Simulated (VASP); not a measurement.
Data:

```yaml
crystal:
  lattice:
    - [0.00000, 3.02822, 3.02822]
    - [3.02822, 0.00000, 3.02822]
    - [3.02822, 3.02822, 0.00000]
  atoms:
    - { symbol: Al, position: [0.25000, 0.25000, 0.25000] }
    - { symbol: Al, position: [0.75000, 0.75000, 0.75000] }
    - { symbol: Au, position: [0.00000, 0.00000, 0.00000] }
```

Computed with PBE GGA, VASP's PBE PAW potentials (set 64) (plane waves; VASP 6.6.1). Run with PREC = Normal, EDIFF = 1E-5, 400 eV cut-off, 12×12×12 Γ-centred mesh, first-order Methfessel-Paxton smearing of 0.10 eV, potentials Al Au.

Unless said otherwise, spin-orbit coupling is left out, though it shifts the bands of the heavy elements here.

What does the run give for the energy per atom (σ→0), band gap (on the k-mesh) with the smallest direct gap where there is one?

| Quantity | Result |
|---|---|
| band gap (on the k-mesh) | none (metal, semimetal or under 0.01 eV) |
| energy per atom (σ→0) | -4.007 eV/atom |

Only differences to runs with the same potentials and settings are physical.

The compound is AuAl2 in the fluorite structure. It was relaxed first. The electron count is odd and the run is not spin-polarised, which forces a metal.
